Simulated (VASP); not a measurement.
Crystal: Si5Ge3.

```
Si Ge
1.0
     0.00000    5.53620    5.53620
     5.53620    0.00000    5.53620
     5.53620    5.53620    0.00000
Si Ge
10 6
Cartesian
  0.0000 0.0000 0.0000
  5.5362 2.7681 2.7681
  1.3841 1.3841 1.3841
  4.1521 1.3841 4.1521
  6.9203 4.1521 4.1521
  0.0000 2.7681 2.7681
  2.7681 5.5362 2.7681
  5.5362 5.5362 5.5362
  1.3841 4.1521 4.1521
  4.1521 6.9203 4.1521
  2.7681 2.7681 0.0000
  2.7681 0.0000 2.7681
  4.1521 4.1521 1.3841
  2.7681 2.7681 5.5362
  4.1521 4.1521 6.9203
  6.9203 6.9203 6.9203
```

The cell comes from a database or a generator and needn't be the stable form of this composition.

| Quantity | Value |
| --- | --- |
| Program | VASP 6.6.1 |
| Task | relaxation of cell and atoms |
| Functional | PBE |
| Potentials or basis | VASP PAW PBE potentials, release 64 (Si, Ge_d) |
| Cutoff | 400 eV |
| k mesh | 6 × 6 × 6 |
| Occupations | gaussian, width 0.01 eV |
| Spin | no spin polarisation |

At the start: pressure 1.0 GPa; volume 21.21 Å³/atom.

Q: How do energy, volume and symmetry change on relaxing?

A: Over 8 steps the energy falls by 9.2 meV/atom and the volume is 21.51 Å³/atom (+1.4 %); space group C2 (No. 5, to 0.05 Å).

Step by step:
| step | energy change (eV) | largest force (eV/Å) | pressure (GPa) | volume (Å³) |
| --- | --- | --- | --- | --- |
| 1 | 0.0000 | 0.5823 | 1.04 | 339.36 |
| 2 | -0.1364 | 0.1399 | -0.44 | 346.19 |
| 3 | -0.1378 | 0.0984 | -0.64 | 346.99 |
| 4 | -0.1459 | 0.0413 | 0.16 | 343.18 |
| 5 | -0.1466 | 0.0200 | 0.01 | 343.99 |
| 6 | -0.1467 | 0.0064 | 0.03 | 344.00 |
| 7 | -0.1467 | 0.0059 | 0.02 | 344.00 |
| 8 | -0.1467 | 0.0022 | -0.02 | 344.12 |

Final structure:
```
CELL_PARAMETERS angstrom
-0.00116 5.56072 5.56090
5.56190 -0.00216 5.56190
5.56090 5.56072 -0.00116
ATOMIC_POSITIONS crystal
Si 0.99861 0.99851 0.00457
Si 0.00319 0.50292 0.49693
Si 0.12806 0.12184 0.12207
Si 0.12203 0.62809 0.12809
Si 0.12807 0.62208 0.62181
Si 0.49827 0.00453 0.99858
Si 0.50293 0.00316 0.49695
Si 0.49691 0.49691 0.50297
Si 0.62642 0.12047 0.12673
Si 0.62043 0.12649 0.62639
Ge 0.99850 0.99845 0.49823
Ge 0.00481 0.49821 0.99846
Ge 0.12677 0.12655 0.62650
Ge 0.49678 0.49673 0.00331
Ge 0.62169 0.62827 0.12822
Ge 0.62654 0.62679 0.62019
```
